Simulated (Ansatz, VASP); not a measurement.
# Cu (Cu(111)): VASP beside Ansatz, part 2 of 2

One calculation is typed for both programs; each brings its own data sets. How far apart do they land? Of the first pair: The structure shown is the start of the Ansatz relaxation below; VASP solves that cell, so the two are compared at the walk's first step.

VASP 6.6.1 and Ansatz 0.2.0.

So far: The starting structure; Ansatz: relaxation, PBE; VASP: single point, PBE, start cell, pair 1; Comparison.

### 5. Ansatz: relaxation, PBE

Level of this step: Ansatz beside VASP: Kohn-Sham DFT, plane waves, PBE (Ansatz).

This run makes the geometry at which the two programs are then compared.

The structure compared here is the end of the Ansatz relaxation.

input.yaml reads:

```yaml
crystal:
  lattice:
    - [2.5526554801, 0.0, 0.0]
    - [1.27632774, 2.2106644929, 0.0]
    - [0.0, 0.0, 24.4211723589]
  atoms:
    - { symbol: Cu, position: [0.3333333333, 0.3333333333, 0.2866365258] }
    - { symbol: Cu, position: [0.6666666667, 0.6666666667, 0.3719819155] }
    - { symbol: Cu, position: [0.0, 0.0, 0.4573273052] }
    - { symbol: Cu, position: [0.3333333333, 0.3333333333, 0.5426726948] }
    - { symbol: Cu, position: [0.6666666667, 0.6666666667, 0.6280180845] }
    - { symbol: Cu, position: [0.0, 0.0, 0.7133634742] }
kpoints:
  mp_grid: { grid: [14, 14, 1] }
hamiltonian:
  xc: pbe
scf:
  occupations: { method: fermi_dirac, width: 0.1 }
efield:
  axis: 3
  dipole_correction: true
  ramp_width: 0.05
relax:
  f_tol: 0.02
  max_steps: 60
  constraints: [{ sites: [0, 1, 2] }]
output:
  write_potential: true
  write_density: true
  volumetric_format: npy
```

Started as:

```
$ ansatz run input.yaml --threads 2 --pin off --max-ram 4096MiB --backend cpu --events-out ev --progress --plain --runs-dir out
```

Numbers of over 12 decimals in the logs are rounded to 6 here.

Log:

```text
[...]
Crystal: 6 atoms, lattice volume = 137.810 Å³
Basis set: ecut = 420 eV, 2751 PW (Γ), exchange–correlation on 36×36×360 points (8 copies of the dense FFT grid, shifted against one another)
Bands: 69, of which v1, the nominal top of the filled ones, is band 57 counted from 1 (56 counted from 0)
Symmetry: 6 space group operations
[...]
atoms:
    - { symbol: Cu, position: [0.333333, 0.333333, 0.2866365258] }
    - { symbol: Cu, position: [0.666667, 0.666667, 0.3719819155] }
    - { symbol: Cu, position: [0.0, 0.0, 0.4573273052] }
    - { symbol: Cu, position: [0.333333, 0.333333, 0.542840] }
    - { symbol: Cu, position: [0.666667, 0.666667, 0.628344] }
    - { symbol: Cu, position: [6.273865533028239e-19, 0, 0.713718] }
[key lines of the parts left out:]
SCF converged after 7 iterations
Free energy (F): -39750.139747 eV
Fermi energy:    6.348397 eV
Dipole field:    D = -0.000090 V/Å  (p = -0.000068 e·Å, saw-weighted, corrected)
Work function:   Φ+ = 4.7969 eV   Φ− = 4.7947 eV
```

### 6. VASP: single point, PBE, relaxed cell, pair 2

The same cell, functional, mesh and smearing now go to VASP, with its own data sets.

INCAR reads:

```
SYSTEM = Cu
PREC = Accurate
ENCUT = 520
EDIFF = 1E-06
NELM = 120
ISMEAR = -1
SIGMA = 0.1
LREAL = .FALSE.
ALGO = Normal
GGA = PE
NBANDS = 40
LASPH = .TRUE.
LORBIT = 11
LWAVE = .FALSE.
LCHARG = .FALSE.
ISIF = 2
LDIPOL = .TRUE.
IDIPOL = 3
DIPOL = 0.5 0.5 0.5
LVHAR = .TRUE.
GGA_COMPAT = .FALSE.
NELMDL = -8
KPAR = 2
```

POSCAR reads:

```
Cu
1.0
    2.5526554801      0.0000000000      0.0000000000
    1.2763277400      2.2106644929      0.0000000000
    0.0000000000      0.0000000000     24.4211723589
Cu
6
Direct
    0.3333333333      0.3333333333      0.2866365258
    0.6666666666      0.6666666666      0.3719819155
    1.0000000000      1.0000000000      0.4573273052
    0.3333333333      0.3333333333      0.5428396788
    0.6666666666      0.6666666666      0.6283443875
    1.0000000000      1.0000000000      0.7137178809
```

KPOINTS reads:

```
Automatic mesh
0
Gamma
14 14 1
0 0 0
```

PAW data sets: Cu (PBE family, release 64).

Started as:

```
$ mpirun -np 2 vasp_std
```

Log:

```text
[... set-up lines as in an earlier step ...]
 entering main loop
       N       E                     dE             d eps       ncg     rms          rms(c)
DAV:   1     0.582117406716E+03    0.58212E+03   -0.29827E+04  1920   0.241E+03
DAV:   2     0.394392548069E+02   -0.54268E+03   -0.52651E+03  1920   0.444E+02
DAV:   3    -0.245162258953E+02   -0.63955E+02   -0.58955E+02  1992   0.206E+02
DAV:   4    -0.265219479226E+02   -0.20057E+01   -0.19950E+01  2264   0.478E+01
[...]
DAV:  29    -0.214838464357E+02   -0.23903E-05   -0.37705E-07  1312   0.161E-02    0.535E-04
DAV:  30    -0.214838477984E+02   -0.13627E-05   -0.16014E-07  1192   0.631E-03    0.318E-04
DAV:  31    -0.214838479887E+02   -0.19025E-06   -0.50208E-08  1232   0.381E-03
   1 F= -.21483848E+02 E0= -.21450948E+02  d E =-.657995E-01
```

OUTCAR, selected parts (step 6):

```text
  Total        0.0186412      0.0186412      0.3532149     -0.0000000      0.0000000      0.0000000
  in kB        0.2167220      0.2167220      4.1064646     -0.0000000      0.0000000      0.0000000
  external PRESSURE =       1.5133029 kB  Pullay stress =       0.0000000 kB

 POSITION                                       TOTAL-FORCE (eV/Angst)
 -----------------------------------------------------------------------------------
      1.27633      0.73689      7.00000         0.000000      0.000000     -0.024417
      2.55266      1.47378      9.08423         0.000000     -0.000000     -0.033967
      0.00000      0.00000     11.16847        -0.000000     -0.000000      0.013384
      1.27633      0.73689     13.25678        -0.000000     -0.000000      0.001300
      2.55266      1.47378     15.34491         0.000000      0.000000      0.021145
      0.00000      0.00000     17.42983        -0.000000     -0.000000      0.022555
 -----------------------------------------------------------------------------------
    total drift:                                0.000000      0.000000     -0.000256

  FREE ENERGIE OF THE ION-ELECTRON SYSTEM (eV)
  ---------------------------------------------------
  free  energy   TOTEN  =       -21.4838479887 eV

  energy  without entropy=      -21.4180485242  energy(sigma->0) =      -21.45094826

[... 2 parts as in an earlier step ...]

[... 1 further part left out ...]
[key lines of the parts left out:]
E-fermi :   1.6379
```

### 7. Differences

What differs besides the data sets and the points named for the pairs above, as far as they apply: the data sets hold 114 valence electrons in Ansatz (on its default PAW (the set named soft_2) files) and 66 in VASP. Total energies have different zeros and are not compared.

Both answers:

```
                                   quantity  Ansatz  VASP  difference
 work function, lower of the two faces (eV)    4.79  4.77       +0.03
work function, higher of the two faces (eV)    4.80  4.77       +0.03
```

At this near-relaxed geometry the largest component of a force difference is 18 meV/Å. With vacuum in the cell, a pressure given here is an average over mostly empty space and none of the material.

### 8. Outcome

| Property | Result |
| --- | --- |
| r.m.s. force difference (single point, PBE, start cell, pair 1) | 5.7 meV/Å |
| difference in work function, higher of the two faces (single point, PBE, relaxed cell, pair 2) | 0.028 eV |

**Reading.** The r.m.s. force difference is 5.7 meV/Å (single point, PBE, start cell, pair 1), within the 12 meV/Å picked in this series as the mark of a large difference. The data sets hold unlike numbers of valence electrons (114 in Ansatz and 66 in VASP), so part of the differences comes from the potentials. How closely two codes agree says nothing of how well the functional describes the real material.

[Lines on the potential files, build, host, timing and source positions are cut from VASP's logs without a mark.]

[Logs are printed without paths, hosts, clocks, repeated set-up lines and the standing remarks that a program may print on its own settings, such as how far it seeks lower states.]

[Hosts, paths, dates, database ids (printed as entryN), source tags and the programs' standing remarks are cut or masked in the printed files.]
